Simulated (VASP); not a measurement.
All values below come from TPSS meta-GGA, VASP's PBE PAW potentials (set 64) (plane waves; VASP).

VASP ran on this input.

**INCAR**
```
SYSTEM  =  I atom
PREC  =  Normal; ENCUT  =  520; LREAL  =  .False.
LASPH  =  .True.; ISYM  =  0
EDIFF  =  1E-6; NELM  =  200; ALGO  =  All
LMAXMIX  =  4; LMIXTAU  =  .True.
ISMEAR  =  0; SIGMA  =  0.01
METAGGA  =  TPSS
ISPIN  =  2; MAGMOM  =  1; NUPDOWN  =  1
LWAVE  =  .False.; LCHARG  =  .False.; LORBIT  =  10
```

### POSCAR
```
I atom
1
   12.0000000000     0.0000000000     0.0000000000
    0.0000000000    12.5000000000     0.0000000000
    0.0000000000     0.0000000000    13.0000000000
I
1
Direct
  0.0000000000   0.0000000000   0.0000000000
```

KPOINTS:
```
Automatic
0
gamma
 1 1 1
```

POTCAR, in this order: I (PBE.64 set). Program: vasp_gam. Read from the step before: WAVECAR.

Output

File OSZICAR:
```
       N       E                     dE             d eps       ncg     rms           ort
SDA:   1    -0.814848661585E+01   -0.81485E+01    0.00000E+00     8   0.299E-01   0.000E+00
CGA:   2    -0.815871799546E+01   -0.10231E-01   -0.10217E-01     8   0.607E-02   0.117E-03
CGA:   3    -0.816060094907E+01   -0.18830E-02   -0.18827E-02     8   0.201E-02   0.565E-06
CGA:   4    -0.816126444376E+01   -0.66349E-03   -0.66092E-03     8   0.734E-03   0.245E-04
CGA:   5    -0.816158101968E+01   -0.31658E-03   -0.31320E-03     8   0.828E-03   0.180E-04
SDA:   6    -0.818038259453E+01   -0.18802E-01   -0.18896E-01     8   0.246E+00   0.442E-03
CGA:   7    -0.822789774035E+01   -0.47515E-01   -0.88819E-01     8   0.416E-01   0.307E-02
CGA:   8    -0.824359106285E+01   -0.15693E-01   -0.16066E-01     8   0.140E-01   0.805E-05
CGA:   9    -0.824929697893E+01   -0.57059E-02   -0.57109E-02     8   0.355E-02  -0.309E-05
CGA:  10    -0.825062976142E+01   -0.13328E-02   -0.13329E-02     8   0.946E-03  -0.632E-05
CGA:  11    -0.825101312822E+01   -0.38337E-03   -0.38228E-03     8   0.209E-03  -0.716E-05
CGA:  12    -0.825110280261E+01   -0.89674E-04   -0.89918E-04     8   0.539E-04   0.224E-05
CGA:  13    -0.825112978289E+01   -0.26980E-04   -0.27009E-04     8   0.163E-04   0.796E-06
CGA:  14    -0.825113823106E+01   -0.84482E-05   -0.84471E-05     8   0.521E-05  -0.797E-07
CGA:  15    -0.825114068600E+01   -0.24549E-05   -0.24606E-05     8   0.133E-05   0.106E-06
CGA:  16    -0.825114149404E+01   -0.80804E-06   -0.82652E-06     8   0.577E-06  -0.205E-06
   1 F= -.82511415E+01 E0= -.82511415E+01  d E =-.519871E-12  mag=     1.0000
```

File OUTCAR:
```
------------------------ aborting loop because EDIFF is reached ----------------------------------------
  FORCE on cell =-STRESS in cart. coord.  units (eV):
  Direction    XX          YY          ZZ          XY          YZ          ZX
  --------------------------------------------------------------------------------------
  Total        0.0007089     -0.0000898      0.0002996      0.0000254     -0.0001437     -0.0004555
  in kB        0.0005824     -0.0000738      0.0002461      0.0000209     -0.0001181     -0.0003743
  external PRESSURE =       0.0002516 kB  Pullay stress =       0.0000000 kB
  volume of cell :     1950.00
      direct lattice vectors                 reciprocal lattice vectors
    12.000000000  0.000000000  0.000000000     0.083333333  0.000000000  0.000000000
     0.000000000 12.500000000  0.000000000     0.000000000  0.080000000  0.000000000
     0.000000000  0.000000000 13.000000000     0.000000000  0.000000000  0.076923077
 POSITION                                       TOTAL-FORCE (eV/Angst)
 -----------------------------------------------------------------------------------
      0.00000      0.00000      0.00000         0.000000      0.000000      0.000000
 -----------------------------------------------------------------------------------
    total drift:                                0.000000      0.000000      0.000000
  FREE ENERGIE OF THE ION-ELECTRON SYSTEM (eV)
  ---------------------------------------------------
  free  energy   TOTEN  =        -8.2511414940 eV

  energy  without entropy=       -8.2511414940  energy(sigma->0) =       -8.25114149

 total charge

# of ion       s       p       d       tot
------------------------------------------
    1        1.509   2.639   0.001   4.148

 magnetization (x)

# of ion       s       p       d       tot
------------------------------------------
    1        0.007   0.556   0.001   0.563
```
(Selected blocks of OUTCAR.)

The atom may not be in its lowest state.

The cell is a free atom in a box.
